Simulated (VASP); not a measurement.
Given:

```
NiO
1.0
    3.19075     0.00000     0.00000
    0.00000     3.19075     0.00000
    0.00000     0.00000    15.90418
Ni O
2 2
Direct
  0.50000   0.00000   0.55986
  0.00000   0.50000   0.44014
  0.00000   0.00000   0.50000
  0.50000   0.50000   0.50000
```
Starting moments (μB, in the order of the record's atoms Ni Ni O O): 2.0 2.0 0.0 0.0.

The numbers are results of PBE GGA, VASP's PBE PAW potentials (set 64) (plane waves; VASP), not measurements. Run with 400 eV cut-off, 5×5×1 Γ-centred mesh, Fermi-Dirac smearing of 0.14 eV, potentials Ni O.

The cell holds a wide vacuum, so values per volume refer to the whole cell. The moments were started parallel, and other spin orders were not tried in this run.

**Question.** Give the spin-up energies of bands 8 to 21 at the high-symmetry points, in eV from the Fermi level.

**Answer.** 
```
band      Γ      X      M
----  -----  -----  -----
8     -4.00  -5.64  -4.18
9     -2.23  -2.05  -1.86
10    -1.81  -2.05  -1.86
11    -1.81  -1.94  -1.78
12    -1.53  -1.94  -1.78
13    -1.16  -1.70  -1.70
14    -0.62  -1.70  -1.70
15    -0.10  -0.08  -1.66
16    -0.10  -0.08  -1.66
17     0.28   0.31   1.00
18     0.28   0.31   1.00
19     1.33   2.93   5.24
20     1.43   2.93   5.24
21     3.66   5.11   7.38
```

**Question.** Give the spin-down energies of bands 8 to 21 at the high-symmetry points, in eV from the Fermi level.

**Answer.** 
```
band      Γ      X      M
----  -----  -----  -----
8     -4.00  -5.64  -4.18
9     -2.23  -2.05  -1.86
10    -1.81  -2.05  -1.86
11    -1.81  -1.93  -1.78
12    -1.53  -1.93  -1.78
13    -1.16  -1.70  -1.70
14    -0.62  -1.70  -1.70
15    -0.10  -0.08  -1.66
16    -0.10  -0.08  -1.66
17     0.28   0.31   1.00
18     0.28   0.31   1.00
19     1.33   2.93   5.24
20     1.43   2.93   5.24
21     3.72   5.11   7.38
```

It has no gap at this level: it comes out as a metal or semimetal.

The cell is a sheet with vacuum, built from a generated structure.
